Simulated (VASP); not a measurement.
```xyz
2
Lattice="0.0000 2.8350 2.8350 2.8350 0.0000 2.8350 2.8350 2.8350 0.0000" Properties=species:S:1:pos:R:3 pbc="T T T"
Zn     0.0000     0.0000     0.0000
Se     1.4175     1.4175     1.4175
```

The base run (VASP): PBE GGA, plane waves, VASP's PBE PAW potentials (set 64). Numerical set-up: 400 eV cut-off, 7×7×7 Γ-centred mesh, Gaussian smearing of 0.050 eV, potentials Zn Se.

One setting is varied; ΔE counts from the base run. The base run took about 8 core-seconds. Times come from single runs on busy shared machines, so they are rough: good to a factor of about 2.

Pressures at a finite cut-off, here 400 eV, hold a Pulay part, which wasn't tested here.

```tsv
setting	cost over the base run	electronic steps	ΔE (meV/atom)	pressure (GPa)
base run	reference	13	0.0	2.04
SYMPREC = 1E-3	within a factor of 2	13	0.0	2.04
ISYM = 1	within a factor of 2	13	0.0	2.04
ISYM = 0	about 6 times	13	0.0	2.04
ISYM = -1	about 10 times	13	0.0	2.04
```

Left out are runs that failed, have no time on record or changed the cell.

The compound is ZnSe in the zinc blende structure. The cell was not relaxed at this level.
